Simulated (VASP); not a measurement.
Output of a VASP run:

### OSZICAR
```
       N       E                     dE             d eps       ncg     rms          rms(c)
DAV:   1     0.401413732898E+02    0.40141E+02   -0.75844E+03   720   0.120E+03
DAV:   2    -0.266742981629E+02   -0.66816E+02   -0.61298E+02  1036   0.189E+02
DAV:   3    -0.296050952260E+02   -0.29308E+01   -0.29139E+01   944   0.408E+01
DAV:   4    -0.296403451848E+02   -0.35250E-01   -0.35219E-01   904   0.516E+00
DAV:   5    -0.296409686958E+02   -0.62351E-03   -0.62339E-03   928   0.672E-01    0.122E+01
DAV:   6    -0.260318856253E+02    0.36091E+01   -0.10920E+01   876   0.210E+01    0.544E+00
DAV:   7    -0.259558699318E+02    0.76016E-01   -0.92636E-01   940   0.643E+00    0.244E+00
DAV:   8    -0.259427357378E+02    0.13134E-01   -0.49885E-02   852   0.168E+00    0.528E-01
DAV:   9    -0.259420785871E+02    0.65715E-03   -0.65375E-03   908   0.626E-01    0.132E-01
DAV:  10    -0.259423068292E+02   -0.22824E-03   -0.81085E-04   860   0.205E-01    0.515E-02
DAV:  11    -0.259423147868E+02   -0.79576E-05   -0.95480E-05   840   0.795E-02    0.192E-02
DAV:  12    -0.259423163887E+02   -0.16019E-05   -0.40929E-06   884   0.162E-02    0.516E-03
DAV:  13    -0.259423168815E+02   -0.49278E-06   -0.35117E-07   880   0.439E-03    0.112E-03
DAV:  14    -0.259423169715E+02   -0.90045E-07   -0.90347E-09   532   0.897E-04
   1 F= -.25942317E+02 E0= -.25942317E+02  d E =-.259423E+02
```

OUTCAR:
```
------------------------ aborting loop because EDIFF is reached ----------------------------------------
  FORCE on cell =-STRESS in cart. coord.  units (eV):
  Direction    XX          YY          ZZ          XY          YZ          ZX
  --------------------------------------------------------------------------------------
  Total       -0.0091774     -0.0091774      0.0186224      0.0000000      0.0000000      0.0000000
  in kB       -0.3513567     -0.3513566      0.7129594      0.0000000      0.0000000      0.0000000
  external PRESSURE =       0.0034154 kB  Pullay stress =       0.0000000 kB
  volume of cell :       41.85
      direct lattice vectors                 reciprocal lattice vectors
     1.543712321 -2.673787927  0.000000000     0.323894545 -0.187000620  0.000000000
     1.543712321  2.673787927  0.000000000     0.323894545  0.187000620  0.000000000
     0.000000000  0.000000000  5.069420611     0.000000000  0.000000000  0.197261201
  FREE ENERGIE OF THE ION-ELECTRON SYSTEM (eV)
  ---------------------------------------------------
  free  energy   TOTEN  =       -25.9423169715 eV

  energy  without entropy=      -25.9423169715  energy(sigma->0) =      -25.94231697

 reached required accuracy - stopping structural energy minimisation
```
(Selected blocks of OUTCAR.)

### POSCAR
```
SiC
1
    1.5437123212    -2.6737879271     0.0000000000
    1.5437123212     2.6737879271     0.0000000000
    0.0000000000     0.0000000000     5.0694206111
Si C
2 2
Direct
  0.6666670000   0.3333330000   0.4996660027
  0.3333330000   0.6666670000   0.9996660027
  0.6666670000   0.3333330000   0.8753339973
  0.3333330000   0.6666670000   0.3753339973
```

Question: Write an INCAR and KPOINTS that could have produced this output.

Answer: This is not unique; one that fits is the input of the run itself, optB86b-vdW, plane waves, VASP's PBE PAW potentials (set 64).

### KPOINTS
```
Automatic mesh
0
Gamma
8 8 5
0 0 0
```

INCAR:
```
AGGAC  =  0.0
ALGO  =  Normal
EDIFF  =  1E-7
EDIFFG  =  -0.01
ENCUT  =  520
GGA  =  MK
IBRION  =  2
ISIF  =  4
ISMEAR  =  0
LASPH  =  .TRUE.
LCHARG  =  .FALSE.
LREAL  =  .FALSE.
LUSE_VDW  =  .TRUE.
LWAVE  =  .FALSE.
NELM  =  100
NSW  =  30
PARAM1  =  0.1234
PARAM2  =  1.0
PREC  =  Accurate
SIGMA  =  0.05
SYSTEM  =  SiC
```

POTCAR, in this order: Si C (PBE.64 set). Program: vasp_std.

The compound is SiC in the wurtzite structure, the rare 2H polytype. It was relaxed first.
